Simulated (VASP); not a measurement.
A convergence study with VASP on MgI2 (1T layered): one setting is varied, all else stays as given below, so the limit is that of these other settings.

```
CELL_PARAMETERS angstrom
      2.07500    -3.59401     0.00000
      2.07500     3.59401     0.00000
      0.00000     0.00000     6.86000
ATOMIC_POSITIONS crystal
  Mg 0.00000 0.00000 0.00000
  I  0.33333 0.66667 0.24200
  I  0.66667 0.33333 0.75800
```

The numbers are results of PBE GGA, VASP's PBE PAW potentials (set 64) (plane waves; VASP 6.6.1), not measurements. The tightest run used: 550 eV cut-off, 15×15×9 Γ-centred mesh, tetrahedra with Blöchl corrections, potentials Mg I.

The settings run are 3×3×2 mesh; 4×4×2 mesh; 5×5×3 mesh; 6×6×3 mesh; 7×7×4 mesh; 8×8×5 mesh; 9×9×5 mesh; 10×10×6 mesh; 11×11×6 mesh; 12×12×7 mesh; 13×13×7 mesh; 14×14×8 mesh; 15×15×9 mesh. From which on does the energy per atom stay within 0.01 eV/atom of the tightest run?

From 4×4×2 mesh on: it is off by 0.0081 there and by no more than 0.01 in any finer run, while 3×3×2 mesh is off by 0.0453.
```csv
setting,E (eV/atom),pressure (GPa),largest force (eV/Å),irreducible k-points,difference judged (eV/atom)
3×3×2 mesh,-2.5197,1.89,0.024,6,0.0453
4×4×2 mesh,-2.5568,1.44,0.045,8,0.0081
5×5×3 mesh,-2.5632,1.34,0.049,12,0.0018
6×6×3 mesh,-2.5644,1.32,0.050,17,0.0005
7×7×4 mesh,-2.5648,1.31,0.051,28,0.0001
8×8×5 mesh,-2.5649,1.31,0.052,40,0.0000
9×9×5 mesh,-2.5649,1.31,0.052,50,0.0000
10×10×6 mesh,-2.5649,1.31,0.052,72,0.0000
11×11×6 mesh,-2.5649,1.31,0.052,84,0.0000
12×12×7 mesh,-2.5649,1.31,0.052,112,0.0000
13×13×7 mesh,-2.5649,1.31,0.052,126,0.0000
14×14×8 mesh,-2.5649,1.31,0.052,168,0.0000
15×15×9 mesh,-2.5649,1.31,0.052,211,0.0000
```

Left out are rungs that failed or repeat a setting and relaxations that didn't move; long series are thinned to 24 rows.

The compound is MgI2 in the 1T layered structure. The cell was not relaxed at this level.
